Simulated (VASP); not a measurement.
A cell of PbF2 (fluorite) near equilibrium:

```
CELL_PARAMETERS angstrom
      0.00000     2.95914     2.95914
      2.95914     0.00000     2.95914
      2.95914     2.95914     0.00000
ATOMIC_POSITIONS crystal
  Pb 0.00000 0.00000 0.00000
  F  0.25000 0.25000 0.25000
  F  0.75000 0.75000 0.75000
```

Method: r2SCAN meta-GGA, VASP's PBE PAW potentials (set 64) (plane waves; VASP).

Unless said otherwise, spin-orbit coupling is left out, though it shifts the bands of the heavy elements here.

```tsv
run	ΔE (meV/atom)	σxx	σyy	σzz	largest shear component, with its sign (GPa)	largest force (eV/Å)	gap (eV)
as it is	0.0	0.00	0.00	0.00	0.00	0.000	4.96
after one change	0.3	-0.01	-0.01	-0.01	0.38	0.006	4.96
```
Stress is in GPa, positive when the cell is compressed; gaps are those on the k-mesh, and 0.00 means metallic.

Which change was made?
A. atom 3 (F) moved by 0.100 Å along z
B. isotropic strain of +3.0 %
C. uniaxial strain of +3.0 % along z
D. shear strain γ_yz = -1.5 % with the ions relaxed

D, shear strain γ_yz = -1.5 % with the ions relaxed

The compound is PbF2 in the fluorite structure, the β form.
